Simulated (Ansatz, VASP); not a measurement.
**Mo2Pt in VASP and in Ansatz**

```
Mo Pt
1.0
     4.74328    0.00000    0.00000
    -2.37164    4.10780    0.00000
     0.00000    0.00000    5.45724
Mo Pt
4 2
Direct
  0.33333 0.66667 0.04230
  0.33333 0.66667 0.45770
  0.66667 0.33333 0.95770
  0.66667 0.33333 0.54230
  0.00000 0.00000 0.00000
  0.00000 0.00000 0.50000
```

Alike in both runs: functional PBE; k mesh 6 × 6 × 2; occupations gaussian, width 0.1 eV; no spin polarisation.

Ansatz relaxed the structure, and its values are those at the end. VASP's run is a single point on that final structure, the one shown.

|  | VASP | Ansatz |
| --- | --- | --- |
| version | VASP 6.6.1 | Ansatz 0.2.0 |
| potentials or method | VASP PAW PBE potentials, release 64 (Mo_sv, Pt) | scalar-relativistic, plane waves, PAW |
| plane-wave cutoff (eV) | 520 | 420 |
| valence electrons in the cell | 76 | 92 |

|  | VASP | Ansatz | Ansatz less VASP |
| --- | --- | --- | --- |
| gap on the k mesh at the Fermi level (eV) | none | none | - |
| pressure (GPa) | 0.5 | 0.1 | -0.39 |
| rms of the force components (eV/Å) | 0.083 | 0.012 | -0.0710 |

A gap of «none» marks a metal or a gap that the smearing closes. The two sets of potentials don't hold the same shells in valence.

Caveats: the k mesh is coarse (spacing up to 0.58 Å⁻¹), so the values aren't converged. The runs have no spin-orbit coupling, so splittings on Pt are missing.
